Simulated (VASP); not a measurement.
An input for Quantum ESPRESSO's pw.x (written as the equivalent of a VASP run, and not itself run):

```
&CONTROL
  calculation = 'vc-relax'
  pseudo_dir = './pseudo'
  outdir = './out'
  tprnfor = .true.
  tstress = .true.
  nstep = 60
  forc_conv_thr = 0.00078
/
&SYSTEM
  ibrav = 0
  nat = 6
  ntyp = 2
  ecutwfc = 66
  occupations = 'smearing'
  smearing = 'methfessel-paxton'
  degauss = 0.00735
  input_dft = 'pbesol'
/
&ELECTRONS
  conv_thr = 7.3e-08
  electron_maxstep = 100
/
&IONS
/
&CELL
/
ATOMIC_SPECIES
  Zr 91.224 Zr.upf
  Si 28.085 Si.upf
CELL_PARAMETERS angstrom
     1.8455771   -7.1765317   -0.0000000
     1.8455771    7.1765317    0.0000000
     0.0000000    0.0000000    3.6914890
ATOMIC_POSITIONS crystal
  Zr   0.6036648  0.3963352  0.2500000
  Zr   0.3963352  0.6036648  0.7500000
  Si   0.9450486  0.0549514  0.2500000
  Si   0.0549514  0.9450486  0.7500000
  Si   0.2494059  0.7505941  0.2500000
  Si   0.7505941  0.2494059  0.7500000
K_POINTS automatic
  8 8 8 0 0 0
```

**Question.** Translate this input to VASP (INCAR, KPOINTS, POSCAR, choice of POTCAR).

**Answer.** This is not unique; one that fits is 
### KPOINTS
```
Automatic mesh
0
Gamma
8 8 8
0 0 0
```

File POSCAR:
```
ZrSi2
1
    1.8455771149    -7.1765317205    -0.0000000000
    1.8455771149     7.1765317205     0.0000000000
    0.0000000000     0.0000000000     3.6914890177
Zr Si
2 4
Direct
  0.6036647545   0.3963352455   0.2500000000
  0.3963352455   0.6036647545   0.7500000000
  0.9450485659   0.0549514341   0.2500000000
  0.0549514341   0.9450485659   0.7500000000
  0.2494058827   0.7505941173   0.2500000000
  0.7505941173   0.2494058827   0.7500000000
```

**INCAR**
```
SYSTEM = ZrSi2
PREC = Accurate
ENCUT = 400
EDIFF = 1E-6
NELM = 100
ALGO = Normal
LREAL = .FALSE.
LASPH = .TRUE.
ISMEAR = 1
SIGMA = 0.1
GGA = PS
LMAXMIX = 4
LWAVE = .FALSE.
LCHARG = .FALSE.
IBRION = 2
ISIF = 3
NSW = 60
EDIFFG = -0.02
```

POTCAR, in this order: Zr_sv Si (PBE.64 set). Program: vasp_std.

Limits of the translation: the potentials are each code's own (VASP's PAW set, PseudoDojo norm-conserving files in pw.x), so ENCUT and ecutwfc are chosen apart and not converted; conv_thr bounds pw.x's estimated SCF error, while EDIFF bounds the energy change between steps; forc_conv_thr acts on force components and is met together with etot_conv_thr.

The compound is ZrSi2 in the sg63 structure. This run relaxes it. Symmetry was kept, so distortions that lower it aren't found. The start is the result of an earlier pass.
